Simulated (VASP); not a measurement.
Calculation: PBEsol GGA, VASP's PBE PAW potentials (set 64) (plane waves; VASP 6.6.1).

Input for VASP

### INCAR
```
ALGO  =  Normal
DIPOL  =  0.5 0.5 0.5
EDIFF  =  1E-6
ENCUT  =  400
GGA  =  PS
IDIPOL  =  3
ISMEAR  =  0
LASPH  =  .TRUE.
LCHARG  =  .FALSE.
LDIPOL  =  .TRUE.
LMAXMIX  =  4
LORBIT  =  11
LREAL  =  .FALSE.
LVHAR  =  .TRUE.
LWAVE  =  .FALSE.
NELM  =  100
NELMIN  =  4
PREC  =  Normal
SIGMA  =  0.05
SYSTEM  =  CdTe(110) slab
```

### POSCAR
```
CdTe(110) slab
24.2288140
  0.2681663716   0.0000000000   0.0000000000
  0.0000000000   0.1896222623   0.0000000000
  0.0000000000   0.0000000000   1.0000000145
Cd Te
4 4
Direct
  0.9473751980   0.0000000000   0.6158115473
  0.5255743096   0.5000000000   0.5548670506
  0.0255743096   0.0000000000   0.4451329494
  0.4473751980   0.5000000000   0.3841884527
  0.2741852563   0.0000000000   0.5426732301
  0.7528652362   0.5000000000   0.6522472700
  0.2528652362   0.0000000000   0.3477527300
  0.7741852563   0.5000000000   0.4573267699
```

KPOINTS:
```
Automatic
0
gamma
 3 5 1
```

POTCAR, in this order: Cd Te (PBE.64 set). Program: vasp_std. Read from the step before: WAVECAR.

What VASP printed:

### OSZICAR
```
       N       E                     dE             d eps       ncg     rms          rms(c)
DAV:   1    -0.209512586244E+02   -0.20951E+02   -0.70399E-06   524   0.162E-02    0.592E-03
DAV:   2    -0.209512582272E+02    0.39724E-06   -0.16593E-06   339   0.134E-02    0.368E-03
DAV:   3    -0.209512581625E+02    0.64621E-07   -0.40966E-07   279   0.278E-03    0.279E-03
DAV:   4    -0.209512581760E+02   -0.13485E-07   -0.87353E-08   273   0.169E-03
   1 F= -.20951258E+02 E0= -.20951258E+02  d E =-.142243E-10
```

### OUTCAR
```
------------------------ aborting loop because EDIFF is reached ----------------------------------------
  FORCE on cell =-STRESS in cart. coord.  units (eV):
  Direction    XX          YY          ZZ          XY          YZ          ZX
  --------------------------------------------------------------------------------------
  Total       -1.2514144     -1.9877637     -0.4513933      0.0000000      0.0000000      0.0000000
  in kB       -2.7721811     -4.4033705     -0.9999437      0.0000000      0.0000000      0.0000000
  external PRESSURE =      -2.7251651 kB  Pullay stress =       0.0000000 kB
  volume of cell :      723.25
      direct lattice vectors                 reciprocal lattice vectors
     6.497353140  0.000000000  0.000000000     0.153908827  0.000000000  0.000000000
     0.000000000  4.594322523  0.000000000     0.000000000  0.217659948  0.000000000
     0.000000000  0.000000000 24.228814350     0.000000000  0.000000000  0.041273171
 POSITION                                       TOTAL-FORCE (eV/Angst)
 -----------------------------------------------------------------------------------
      6.15543      0.00000     14.92038         0.011630      0.000000      0.004481
      3.41484      2.29716     13.44377        -0.001916      0.000000      0.012827
      0.16617      0.00000     10.78504        -0.001916      0.000000     -0.012827
      2.90675      2.29716      9.30843         0.011630      0.000000     -0.004481
      1.78148      0.00000     13.14833        -0.012074      0.000000      0.009493
      4.89163      2.29716     15.80318         0.002360      0.000000     -0.003593
      1.64295      0.00000      8.42564         0.002360      0.000000      0.003593
      5.03016      2.29716     11.08049        -0.012074      0.000000     -0.009493
 -----------------------------------------------------------------------------------
    total drift:                                0.000653      0.000000     -0.000020
  FREE ENERGIE OF THE ION-ELECTRON SYSTEM (eV)
  ---------------------------------------------------
  free  energy   TOTEN  =       -20.9512581760 eV

  energy  without entropy=      -20.9512581760  energy(sigma->0) =      -20.95125818

 total charge

# of ion       s       p       d       tot
------------------------------------------
    1        0.509   0.275   9.521  10.304
    2        0.471   0.311   9.523  10.306
    3        0.471   0.311   9.523  10.306
    4        0.509   0.275   9.521  10.304
    5        1.354   2.038   0.021   3.413
    6        1.371   2.004   0.019   3.394
    7        1.371   2.004   0.019   3.394
    8        1.354   2.038   0.021   3.413
--------------------------------------------------
tot          7.411   9.257  38.168  54.835
```
(Selected blocks of OUTCAR.)

The cell is a thin slab with vacuum, built from CdTe (zinc blende): (110) face.
